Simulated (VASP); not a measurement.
Input:

```xyz
8
Lattice="0.0000 2.6687 2.6687 2.6687 0.0000 2.6687 10.7391 10.7391 -0.0641" Properties=species:S:1:pos:R:3 pbc="T T T"
Ca     2.6687     0.0000     2.6687
O      2.5259     2.5259     2.8116
O      5.3085     5.3085     2.6978
O      8.0994     8.0994     2.5756
O     10.8819    10.8819     2.4618
Ba     2.5802     2.5802     0.0885
Ba     8.0383     5.3695     2.6367
Ba    10.8276    10.8276     5.1849
```

Method: PBEsol GGA, VASP's PBE PAW potentials (set 64) (plane waves; VASP). Run with 520 eV cut-off, 8×8×2 Γ-centred mesh, tetrahedra with Blöchl corrections, potentials Ca_sv O Ba_sv.

The cores are frozen, which limits the accuracy of field gradients.

**Question.** Give the principal components of the electric field gradient (V/Å²) and the asymmetry η at each nucleus.

**Answer.** 
| atom | Vxx | Vyy | Vzz | η |
|---|---|---|---|---|
| Ca1 | -12.7 | -12.7 | 25.3 | 0.00 |
| O2 | 3.4 | 3.4 | -6.7 | 0.00 |
| O3 | -1.0 | -1.0 | 2.1 | 0.00 |
| O4 | -1.0 | -1.0 | 2.1 | 0.00 |
| O5 | 3.4 | 3.4 | -6.7 | 0.00 |
| Ba6 | 31.9 | 31.9 | -63.8 | 0.00 |
| Ba7 | 34.2 | 34.2 | -68.3 | 0.00 |
| Ba8 | 31.9 | 31.9 | -63.8 | 0.00 |

The structure was generated: Ba3CaO4 was put into an ordered model structure (R-3m), which need not be its known phase. It was relaxed first.
